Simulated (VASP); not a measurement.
Crystal: Mo.

```xyz
1
Lattice="-1.5734 1.5734 1.5734 1.5734 -1.5734 1.5734 1.5734 1.5734 -1.5734" Properties=species:S:1:pos:R:3 pbc="T T T"
Mo    0.0000    0.0000    0.0000
```

```yaml
Program: VASP 6.6.1
Task: relaxation of cell and atoms
Functional: PBEsol
Potentials_or_basis: VASP PAW PBE potentials, release 64 (Mo_sv)
Cutoff: 600 eV
k_mesh: 16 × 16 × 16
Occupations: methfessel-paxton, width 0.1 eV
Spin: no spin polarisation
```

At the start: pressure -4.2 GPa; volume 15.58 Å³/atom.

Question: Where does the relaxation end?

Answer: Over 3 steps the energy falls by 3.2 meV/atom and the volume is 15.35 Å³/atom (-1.5 %); space group Im-3m (No. 229, to 0.05 Å).

The path:
```tsv
step	energy change (eV)	largest force (eV/Å)	pressure (GPa)	volume (Å³)
1	0.0000	0.0000	-4.22	15.58
2	0.0245	0.0000	13.81	14.67
3	-0.0032	0.0000	-0.06	15.35
```

Final structure:
```
CELL_PARAMETERS angstrom
-1.56547 1.56547 1.56547
1.56547 -1.56547 1.56547
1.56547 1.56547 -1.56547
ATOMIC_POSITIONS crystal
Mo 0.00000 0.00000 0.00000
```

Caveat: the PAW data sets were made with another functional, which shifts forces and pressure a little.
